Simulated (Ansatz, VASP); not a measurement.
# Cross-check of Al19Ag4S32 (V_Al1) between VASP and Ansatz, part 2 of 2

Aim: how closely do two programs agree when they are given the same cell, functional and k mesh? The structure shown is the end of the VASP relaxation below.

VASP 6.6.1 and Ansatz 0.2.0.

So far: Set-up; VASP: relaxation, PBEsol.

### Step 3. Ansatz: single point, PBEsol

Level of this step: Ansatz beside VASP: Kohn-Sham DFT, plane waves, PBEsol (Ansatz).

Ansatz runs on its default PAW (the set named soft_2) files.

The same cell, functional, mesh and smearing now go to Ansatz, which takes its cutoff from its data sets.

The input, input.yaml:

```yaml
crystal:
  lattice:
    - [10.06734535, 0.0, 0.0]
    - [0.0, 0.0, -10.06734535]
    - [0.0, 10.06734535, 0.0]
  atoms:
    - { symbol: Al, position: [0.1283351, 0.3772552, 0.62246223] }
    - { symbol: Al, position: [0.12047003, 0.87941529, 0.12051162] }
    - { symbol: Al, position: [0.62261383, 0.37784192, 0.12849474] }
    - { symbol: Al, position: [0.62265142, 0.87179638, 0.62239017] }
    - { symbol: Al, position: [0.37739202, 0.37726825, 0.8714158] }
    - { symbol: Al, position: [0.37769689, 0.87218522, 0.37691811] }
    - { symbol: Al, position: [0.87167125, 0.37786168, 0.37730323] }
    - { symbol: Al, position: [0.87940878, 0.87941187, 0.87940896] }
    - { symbol: Al, position: [0.37713308, 0.12812335, 0.62261103] }
    - { symbol: Al, position: [0.37767176, 0.62298329, 0.12797439] }
    - { symbol: Al, position: [0.87936804, 0.12065959, 0.12054291] }
    - { symbol: Al, position: [0.87162721, 0.62276813, 0.62225102] }
    - { symbol: Al, position: [0.1204697, 0.12063263, 0.87950021] }
    - { symbol: Al, position: [0.12910279, 0.62285814, 0.37736112] }
    - { symbol: Al, position: [0.62273498, 0.12921963, 0.37760419] }
    - { symbol: Al, position: [0.62252518, 0.62252952, 0.87082684] }
    - { symbol: Al, position: [0.99987775, 1.28e-05, 0.49987313] }
    - { symbol: Al, position: [0.99997667, 0.50008556, 0.99993042] }
    - { symbol: Al, position: [0.50021678, 0.00027399, 0.99987476] }
    - { symbol: Ag, position: [0.25140134, 0.25163403, 0.2511914] }
    - { symbol: Ag, position: [0.25134236, 0.74868482, 0.74847223] }
    - { symbol: Ag, position: [0.74860534, 0.25148171, 0.74858325] }
    - { symbol: Ag, position: [0.74847398, 0.748564, 0.25148288] }
    - { symbol: S, position: [0.38655226, 0.1109446, 0.38622593] }
    - { symbol: S, position: [0.38631675, 0.61346867, 0.88899611] }
    - { symbol: S, position: [0.8862627, 0.11372845, 0.88617687] }
    - { symbol: S, position: [0.88982627, 0.61389874, 0.3862416] }
    - { symbol: S, position: [0.11367311, 0.11369746, 0.11383931] }
    - { symbol: S, position: [0.11082744, 0.61352245, 0.61342831] }
    - { symbol: S, position: [0.61345131, 0.1107635, 0.61372707] }
    - { symbol: S, position: [0.61390468, 0.61385732, 0.10990209] }
    - { symbol: S, position: [0.11072146, 0.38674234, 0.38613874] }
    - { symbol: S, position: [0.11378026, 0.88636284, 0.88622565] }
    - { symbol: S, position: [0.61353079, 0.38644735, 0.88924374] }
    - { symbol: S, position: [0.61394203, 0.8901601, 0.38622222] }
    - { symbol: S, position: [0.3864676, 0.38674673, 0.11057458] }
    - { symbol: S, position: [0.38633287, 0.88944748, 0.61328003] }
    - { symbol: S, position: [0.8894872, 0.38656188, 0.61361486] }
    - { symbol: S, position: [0.88612277, 0.88634028, 0.11367233] }
    - { symbol: S, position: [0.36570834, 0.13044216, 0.86956584] }
    - { symbol: S, position: [0.36087952, 0.64031598, 0.35983862], spin: 0.6 }
    - { symbol: S, position: [0.86969474, 0.13080552, 0.36573568] }
    - { symbol: S, position: [0.86969257, 0.63430242, 0.86923563] }
    - { symbol: S, position: [0.13025344, 0.1303267, 0.63411865] }
    - { symbol: S, position: [0.13059238, 0.63436561, 0.1302284] }
    - { symbol: S, position: [0.63430573, 0.13083563, 0.13036137] }
    - { symbol: S, position: [0.63973693, 0.63993287, 0.6391907], spin: 0.6 }
    - { symbol: S, position: [0.13040511, 0.36575041, 0.86957184] }
    - { symbol: S, position: [0.13058523, 0.86985509, 0.36564882] }
    - { symbol: S, position: [0.63985839, 0.36090216, 0.36036608], spin: 0.6 }
    - { symbol: S, position: [0.63423982, 0.86974894, 0.86932547] }
    - { symbol: S, position: [0.36010954, 0.35993536, 0.63959982], spin: 0.6 }
    - { symbol: S, position: [0.36599706, 0.86985852, 0.13007179] }
    - { symbol: S, position: [0.8695428, 0.36597479, 0.1303452] }
    - { symbol: S, position: [0.86957676, 0.86962208, 0.63408719] }
hamiltonian:
  xc: pbesol
  pseudopotentials: { kind: paw }
magnetization:
  spin_polarized: true
kpoints:
  mp_grid: { grid: [1, 1, 1] }
scf:
  occupations: { method: gaussian, width: 0.05 }
  n_extra_bands: 20
output:
  forces: true
  eigenvalues: true
  write_density: true
  write_potential: true
  elf: true
  volumetric_format: npy
```

The run is started by

```
$ ansatz run input.yaml --threads 8 --pin off --max-ram 18432MiB --backend cpu --events-out ev --progress --plain --runs-dir out
```

Numbers of over 12 decimals in the logs are rounded to 6 here.

The program printed:

```text
Warning: the band count 183 (scf.n_extra_bands) hosts the net moment |M| = 2.4000 μB (N_el = 325) but caps the reachable moment at 2·n_bands − N_el = 41.0000 μB, below the 219 bands that the automatic rule leaves for it — a moment growing past the seed, or the majority channel's smearing tail, pins there with fewer empty majority states than that count leaves; raise or omit scf.n_extra_bands unless the cap is intended
scf.n_extra_bands = 20 over 163 filled bands (N_el = 325.0): the run solves 183 bands
Engine: ansatz 0.2.0, aarch64-unknown-linux-gnu
Pseudopotentials: kind: paw
Pseudopotential: Al, paw, valence charge 3, recommended cutoff 420 eV (normal), Al.paw.azcp
Pseudopotential: Ag, paw, valence charge 19, recommended cutoff 420 eV (normal), Ag.paw.azcp
Pseudopotential: S, paw, valence charge 6, recommended cutoff 420 eV (normal), S.paw.azcp
Functional definition: PBEsol
  exchange = pbesol_x
  correlation = pbesol_c
Crystal: 55 atoms, lattice volume = 1020.340 Å³
Basis set: ecut = 420 eV, 20005 PW (Γ), exchange–correlation on 144×144×144 points (8 copies of the dense FFT grid, shifted against one another)
Bands: 183, of which v1, the nominal top of the filled ones, is band 163 counted from 1 (162 counted from 0)
Symmetry: 1 space group operations
Space group: P1 (ITA 1), of the structure as read, at distance tolerance 1.0e-4 Å
Magnetic group: BNS 1.1 (UNI 1), of the structure as read, at distance tolerance 1.0e-4 Å
k-points: 1
Non-local potential: Al, projectors of the file, l = 0: 2, l = 1: 2, l = 2: 1
Non-local potential: Ag, projectors of the file, l = 0: 3, l = 1: 2, l = 2: 2, l = 3: 1
Non-local potential: S, projectors of the file, l = 0: 2, l = 1: 2, l = 2: 2
PAW form: soft (Blöchl's): semilocal exchange-correlation on the pseudo side does not see the compensation charge
PAW frozen core: Al, regenerated for the run's functional, and the local potential with it (the file was generated under x = pbe(κ = 0.804, μ = 0.219515), c = pbe(β = 0.066725))
PAW frozen core: Ag, regenerated for the run's functional, and the local potential with it (the file was generated under x = pbe(κ = 0.804, μ = 0.219515), c = pbe(β = 0.066725))
PAW frozen core: S, regenerated for the run's functional, and the local potential with it (the file was generated under x = pbe(κ = 0.804, μ = 0.219515), c = pbe(β = 0.066725))
PAW one-centre angular grid: Al, 110 points (default); XC on 64 Gauss nodes
PAW one-centre angular grid: Ag, 590 points (default); XC on 64 Gauss nodes
PAW one-centre angular grid: S, 110 points (default); XC on 64 Gauss nodes
Initial density: superposition of atomic densities (chi_scale 0.1, normalization cell, long waves kept (reshape's long-wave potential 0.08 eV rms))
Starting moments: Σ|m| = 2.4 μB on 4 of 55 sites
Initial wavefunctions: pseudopotential atomic-orbital guess
Functional: x = pbesol(κ = 0.804, μ = 0.123457), c = pbesol(β = 0.046)
SCF iter   1: F=—  HF=-68428.441566 eV  |F-HF|=—  |Δ(HF+E_count)|=         —  Δρ=2.09e-2 (↑1.90e-2 ↓2.09e-2)  dr2=2.14e1  dr2_m=2.28e-1  M=0.423 μB ∫|m|=0.715 μB  β_m=0.30  ethr=3.10e-3  ⟨swp⟩=8.0  Hψ=1632  notcnv=0
preconditioner: auto → Kerker (q_TF=auto, 2.255 Å⁻¹)  [metal: Δε(μ)=0.008 eV  Ē_g=8.639 eV  σ=0.050 eV  W_gap=0.09  n_scr=202 (ndim 8)  ℏωp=19.9 eV  f_vac=0.001  D(μ)=66.51/eV (n_scr^D=738)]
spin=Collinear: Kerker preconditioning applied to the charge; magnetization (m = ρ↑ − ρ↓) channel mixes plain (no charge-response kernel on spin).
SCF iter   2: F=—  HF=-68425.929247 eV  |F-HF|=—  |Δ(HF+E_count)|=    2.51e0  Δρ=1.53e-2 (↑1.42e-2 ↓1.53e-2)  dr2=1.15e1  dr2_m=1.19e-1  M=0.533 μB ∫|m|=0.734 μB  β_m=0.30  ethr=3.10e-3  ⟨swp⟩=1.0  Hψ=438  notcnv=0  defer=1
SCF iter   3: F=—  HF=-68422.927376 eV  |F-HF|=—  |Δ(HF+E_count)|=    3.00e0  Δρ=5.00e-3 (↑5.00e-3 ↓4.76e-3)  dr2=8.63e-1  dr2_m=6.05e-2  M=0.714 μB ∫|m|=0.838 μB  β_m=0.30  ethr=3.10e-3  ⟨swp⟩=2.0  Hψ=587  notcnv=0  defer=1
SCF iter   4: F=—  HF=-68422.826110 eV  |F-HF|=—  |Δ(HF+E_count)|=   1.01e-1  Δρ=2.75e-3 (↑2.75e-3 ↓2.66e-3)  dr2=2.22e-1  dr2_m=3.41e-2  M=0.749 μB ∫|m|=0.849 μB  β_m=0.30  ethr=2.66e-4  ⟨swp⟩=2.0  Hψ=624  notcnv=0  defer=30
SCF iter   5: F=—  HF=-68422.828908 eV  |F-HF|=—  |Δ(HF+E_count)|=   2.80e-3  Δρ=1.92e-3 (↑1.84e-3 ↓1.92e-3)  dr2=8.77e-2  dr2_m=1.93e-2  M=0.810 μB ∫|m|=0.889 μB  β_m=0.30  ethr=6.84e-5  ⟨swp⟩=1.0  Hψ=336  notcnv=0  defer=30
SCF iter   6: F=—  HF=-68422.840006 eV  |F-HF|=—  |Δ(HF+E_count)|=   1.11e-2  Δρ=1.30e-3 (↑1.20e-3 ↓1.30e-3)  dr2=2.04e-2  dr2_m=1.11e-2  M=0.884 μB ∫|m|=0.945 μB  β_m=0.30  ethr=2.70e-5  ⟨swp⟩=2.0  Hψ=524  notcnv=0  defer=30
SCF iter   7: F=—  HF=-68422.845208 eV  |F-HF|=—  |Δ(HF+E_count)|=   5.20e-3  Δρ=8.79e-4 (↑8.79e-4 ↓8.47e-4)  dr2=2.82e-3  dr2_m=6.68e-3  M=0.967 μB ∫|m|=1.016 μB  β_m=0.30  ethr=6.27e-6  ⟨swp⟩=2.0  Hψ=565  notcnv=0  defer=30
Mixer restart at iter 7: flushing history
spin-set hold released at iteration 7 (site moments contracting): the magnetisation degrees of freedom join the quasi-Newton model from the next iteration; the mixer history was flushed
[...]
SCF iter  12: F=-68422.864941 eV  HF=-68422.864657 eV  |F-HF|=2.85e-4  |Δ(HF+E_count)|=   2.11e-3  Δρ=2.41e-4 (↑2.28e-4 ↓2.41e-4)  dr2=1.28e-4  dr2_m=5.03e-4  M=2.487 μB ∫|m|=2.516 μB  β_m=0.68  ethr=4.17e-8  ⟨swp⟩=3.0  Hψ=769  notcnv=0  defer=30
SCF iter  13: F=-68422.865426 eV  HF=-68422.865391 eV  |F-HF|=3.49e-5  |Δ(HF+E_count)|=   7.35e-4  Δρ=9.27e-5 (↑9.01e-5 ↓9.27e-5)  dr2=2.93e-5  dr2_m=7.62e-5  M=2.608 μB ∫|m|=2.643 μB  β_m=0.82  ethr=3.94e-8  ⟨swp⟩=2.0  Hψ=656  notcnv=0  defer=30
SCF iter  14: F=-68422.865482 eV  HF=-68422.865473 eV  |F-HF|=8.98e-6  |Δ(HF+E_count)|=   8.18e-5  Δρ=4.70e-5 (↑4.70e-5 ↓4.69e-5)  dr2=7.77e-6  dr2_m=2.03e-5  M=2.637 μB ∫|m|=2.673 μB  β_m=0.88  ethr=9.02e-9  ⟨swp⟩=2.0  Hψ=670  notcnv=0  defer=30
SCF iter  15: F=-68422.865499 eV  HF=-68422.865500 eV  |F-HF|=1.42e-6  |Δ(HF+E_count)|=   2.71e-5  Δρ=6.29e-6 (↑4.91e-6 ↓6.29e-6)  dr2=1.88e-6  dr2_m=9.39e-8  M=2.666 μB ∫|m|=2.703 μB  β_m=0.84  ethr=2.39e-9  ⟨swp⟩=2.5  Hψ=660  notcnv=0  defer=30
SCF iter  16: F=-68422.865500 eV  HF=-68422.865500 eV  |F-HF|=1.64e-7  |Δ(HF+E_count)|=   1.92e-7  Δρ=4.54e-6 (↑4.40e-6 ↓4.54e-6)  dr2=4.44e-7  dr2_m=1.30e-7  M=2.662 μB ∫|m|=2.699 μB  β_m=0.83  ethr=5.80e-10  ⟨swp⟩=2.0  Hψ=655  notcnv=0  defer=30
SCF iter  17: F=-68422.865500 eV  HF=-68422.865500 eV  |F-HF|=1.09e-8  |Δ(HF+E_count)|=   1.47e-7  Δρ=1.38e-6 (↑9.56e-7 ↓1.38e-6)  dr2=6.46e-8  dr2_m=7.02e-9  M=2.665 μB ∫|m|=2.702 μB  β_m=0.86  ethr=3.08e-11  ⟨swp⟩=18.5  Hψ=3280  notcnv=0
SCF iter  18: F=-68422.865500 eV  HF=-68422.865500 eV  |F-HF|=7.32e-9  |Δ(HF+E_count)|=   1.47e-8  Δρ=8.44e-7 (↑5.70e-7 ↓8.44e-7)  dr2=2.41e-8  dr2_m=2.69e-9  M=2.664 μB ∫|m|=2.701 μB  β_m=0.85  ethr=1.99e-11  ⟨swp⟩=7.5  Hψ=2198  notcnv=0
SCF iter  19: F=-68422.865500 eV  HF=-68422.865500 eV  |F-HF|=3.14e-9  |Δ(HF+E_count)|=   6.85e-9  Δρ=2.89e-7 (↑2.35e-7 ↓2.89e-7)  dr2=6.33e-9  dr2_m=6.02e-11  M=2.664 μB ∫|m|=2.701 μB  ethr=7.43e-12  ⟨swp⟩=7.0  Hψ=2101  notcnv=0
SCF 1 converged in 19 iterations: F = -68422.865500 eV  dr2 = 6.33e-9
  greatest PAW one-centre occupation: 1.001 electrons in one spin orbital (limit 2), on the Ag atom at site 19 (counted from 0), in its partial waves of l = 0
at 1 of the mixer's solves, the last at iteration 10, it left a direction of its history that read negative out of its fit and stepped the other way along it
SCF converged after 19 iterations
Magnetization: 2.6642 μB (163.8321 up, 161.1679 down)
Absolute magnetization: 2.7002 μB (∫|ρ↑−ρ↓|, with the PAW one-centre terms)
Spin contamination: 0.0021 ħ² per cell (⟨S²⟩ above its minimum at these occupations)
Per-site moments (μB) at R_I (Å): [(0.00646406, 0.967812), (0.00555639, 0.973726), (0.00649685, 0.968129), (0.0064886, 0.968006), (0.00648377, 0.968032), (0.00648495, 0.968033), (0.0064758, 0.967800), (0.00555325, 0.973669), (0.00646843, 0.967831), (0.0064905, 0.968083), (0.00556044, 0.973845), (0.00649507, 0.968183), (0.00554979, 0.973428), (0.00648713, 0.967983), (0.00646342, 0.967403), (0.00645101, 0.967290), (0.0 [...]
Free energy (F): -68422.865500 eV
Harris-Foulkes:  -68422.865500 eV  (|F-HF|=3.14e-9)
Internal energy: -68422.841610 eV  (E = F + TS)
E sigma→0 (E₀):  -68422.853555 eV
Entropy (-TS):   -0.023890 eV (-0.434 meV/atom)
Fermi energy:    6.557656 eV
--- Per-component energies (eV) ---
  E_band       = -1451.143684
  E_kinetic    = 6031.183159
  E_local      = -20467.751264  (includes V_loc(G=0)·N_el)
  E_nonlocal   = 1421.621381
  E_hartree    = 8877.325506
  E_xc         = -4585.193227
  E_vxc        = -4323.238980  (∫ρ·V_xc dr)
  E_paw        = -42668.293926  (= ΣΔE_a)
  E_vpaw       = -1867.602650  (= ΣTr[D̂ρ^β])
  E_aug_tail   = 0.001170  (compensation charges beyond the density's cutoff)
  E_ewald      = -17035.371384
  E_core_change = 3.636975  (= ΣΔE_core)
  E_smearing   = -0.023890  (= −TS)
  E_closure    = 0.000000  (closes the sum)
  Σ components = -68422.865500   (vs F -68422.865500, Δ=0.00e0)
--- Forces (eV/Å), atoms counted from 1 ---
  atom   1  Al    -0.00494816    -0.00199846    -0.00612322
  atom   2  Al    -0.00122833    -0.00459551    -0.00641323
  atom   3  Al    -0.00175682    -0.01647234     0.00441338
  atom   4  Al    -0.00567683    -0.00312010    -0.00960278
  atom   5  Al     0.00002413     0.01114965    -0.00452928
  atom   6  Al     0.00268321     0.00699865    -0.00009774
  atom   7  Al     0.01518142     0.00397281     0.00358970
  atom   8  Al     0.00454886     0.00082579    -0.00492094
  atom   9  Al     0.00674761    -0.00643106    -0.00035743
  atom  10  Al     0.00065999    -0.00551183     0.00624116
  atom  11  Al     0.00336170    -0.00455347     0.00240357
  atom  12  Al     0.01405502     0.00444798     0.00454862
  atom  13  Al    -0.00096647     0.00208327     0.00392814
  atom  14  Al    -0.01411988    -0.00339174     0.00081186
  atom  15  Al    -0.00070075    -0.00549844     0.02079446
  atom  16  Al     0.00309682     0.02031724    -0.00461880
  atom  17  Al     0.00229082    -0.00572339    -0.00413972
  atom  18  Al     0.00355293    -0.00495350    -0.00545198
  atom  19  Al     0.00440166    -0.00203442    -0.00212355
  atom  20  Ag     0.02563205     0.02332454    -0.02110805
  atom  21  Ag     0.02603143    -0.02665278     0.01713736
  atom  22  Ag    -0.01816883    -0.02723429    -0.02556017
  atom  23  Ag    -0.02692133     0.02286091     0.02151215
  atom  24  S      0.01223393     0.01146691     0.01052904
[...]
atom  48  S     -0.00715340     0.00667883    -0.01350678
  atom  49  S     -0.00614185     0.00966299    -0.00048807
  atom  50  S      0.00185610    -0.00759303     0.00411622
  atom  51  S     -0.01241372     0.00669692    -0.00242972
  atom  52  S     -0.00403307     0.00558889    -0.00328448
  atom  53  S      0.00231606    -0.00224087    -0.00310730
  atom  54  S      0.00945026    -0.00876293    -0.01112098
  atom  55  S      0.00948334    -0.00993811    -0.00942955
  max |Σ_I F_I| component: 2.39e-6 eV/Å
--- Band table (eV) ---
  k-point 0 ↑: bands = [... 159 lower, 6.2218, 6.2239, 6.4990, 6.5023, 6.5029, 8.5332, 8.5334, 8.5360, ... 16 higher]
  k-point 0 ↓: bands = [... 159 lower, 6.2984, 6.3015, 6.6111, 6.6150, 6.6157, 8.5682, 8.5685, 8.5710, ... 16 higher]
```

Run time: 23 s. Hardware: 8 threads of Arm Neoverse N1, shared host; peak memory 1.5 GiB; 2.9 min of CPU time.

### Step 4. Comparison

Known differences besides the potentials themselves: the data sets hold 325 valence electrons in Ansatz (default PAW (the set named soft_2) files) and 293 in VASP; the cutoff is 420 eV in Ansatz and 300 eV in VASP (PREC = Normal, projectors in real space); Ansatz makes its cores anew for this functional, VASP keeps those of its PBE data sets; VASP leaves aspherical gradient terms in its spheres out (LASPH is not set), Ansatz keeps them; site moments are counted in spheres of each program's own size. Total energies have different zeros and are not compared.

The two programs side by side:

| quantity | Ansatz | VASP | difference |
| --- | --- | --- | --- |
| gap on the k mesh (eV) | 0.108 | 0.109 | -0.001 |
| total moment (μB) | 2.66 | 2.67 | -0.01 |
| moment on Ag23 (μB) | 0.10 | 0.11 | -0.02 |
| moment on Ag22 (μB) | 0.10 | 0.11 | -0.02 |
| moment on Ag21 (μB) | 0.10 | 0.11 | -0.02 |
| moment on Ag20 (μB) | 0.10 | 0.11 | -0.02 |
| moment on S34 (μB) | 0.08 | 0.08 | +0.01 |
| moment on S32 (μB) | 0.08 | 0.08 | +0.01 |
| moment on S30 (μB) | 0.08 | 0.08 | +0.01 |
| moment on S29 (μB) | 0.08 | 0.08 | +0.01 |

At this near-relaxed geometry the largest component of a force difference is 19 meV/Å. A gap on the mesh is an upper bound, since the band edges may lie between its points. VASP's last cycles still show a density residual of 1e-02, so its state may not be settled.

### Step 5. Summary of results

```yaml
difference_in_gap_on_the_k_mesh_single_point_pbesol: -8.1e-4 eV
r_m_s_force_difference_single_point_pbesol: 8.7 meV/Å
```

In words: The r.m.s. force difference is 8.7 meV/Å (single point, PBEsol), within the 12 meV/Å picked in this series as the mark of a large difference. Such differences can come from data sets, numerical settings and the points named under the comparisons, not from the functional's error against experiment.

[Lines on the potential files, build, host, timing and source positions are cut from VASP's logs without a mark.]

[Logs are printed without paths, hosts, clocks, repeated set-up lines and the standing remarks that a program may print on its own settings, such as how far it seeks lower states.]

[Hosts, paths, dates, database ids (printed as entryN), source tags and the programs' standing remarks are cut or masked in the printed files.]
